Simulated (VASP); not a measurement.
Set up this calculation in VASP 6.6.1, as the native input.

| Property | Result |
| --- | --- |
| Task | single point |
| Functional | PBE |
| Potentials or basis | VASP PAW PBE potentials, release 64 (Na_pv, As, Pt, K_sv) |
| Cutoff | 520 eV |
| k mesh | 3 × 2 × 2 |
| Occupations | gaussian, width 0.1 eV |
| Spin | no spin polarisation |
| Dipole correction | no |
| Further INCAR settings | ALGO = Fast; EDIFF = 1e-06; NBANDS = 57 |

The structure of K2NaAs2Pt lies in POSCAR:

```
K2NaAs2Pt
1.0
    6.2483480000      0.8243520000     -0.4425650000
   -1.6555640000      8.0572990000     -1.2456900000
   -0.0680570000      1.4641490000      6.6561100000
Na As Pt K
2 4 2 4
Direct
    0.5489125093      0.7493198181      0.2664599396
    0.2104835031      0.5676776947      0.8841768028
    0.8877095057      0.9663893994      0.3856387242
    1.0251402050      0.8356979747      0.0691959395
    0.7455542140      0.5469184175      0.9494209086
    0.0526593038      0.8665773003      0.6860789323
    0.3469107602      0.9705090526      0.0598073022
    0.5273977319      0.3534222345      0.0277772333
    0.5618128080      0.8977609641      0.6996371065
    0.8871136706      0.5714199090      0.4011593150
    0.9157653188      0.2080287530      0.9282731228
    0.3210644574      0.1751840083      0.4258801100
```

The cell was built by a generator and needn't be a form met in nature.

The input as run:

INCAR

```
PREC = Accurate
ENCUT = 520
EDIFF = 1E-6
ISMEAR = 0
SIGMA = 0.1
LREAL = F
LASPH = T
NELM = 100
ALGO = Fast
ISIF = 2
LWAVE = F
LCHARG = T
GGA = PE
LELF = T
LVHAR = T
NBANDS = 57
```

KPOINTS

```
Automatic mesh
0
Gamma
  3 2 2
```

Potentials or basis: VASP PAW PBE potentials, release 64 (Na_pv, As, Pt, K_sv).

Run with:

```console
$ cat potpaw_PBE.64/Na_pv/POTCAR potpaw_PBE.64/As/POTCAR potpaw_PBE.64/Pt/POTCAR potpaw_PBE.64/K_sv/POTCAR > POTCAR
$ mpirun -np 1 vasp_std > vasp.out
```

Results of the run:

```
Pressure               : 4.4 GPa
Largest force          : 5.161 eV/Å
Band gap on the k mesh : none (metal or under the smearing width)
```

Caveat: the k mesh is coarse (spacing up to 0.46 Å⁻¹), so the values aren't converged.

It took 5.7 min on 1 thread of AMD EPYC 9R45 (Zen 5), with other jobs on the host, peak memory 0.45 GiB.
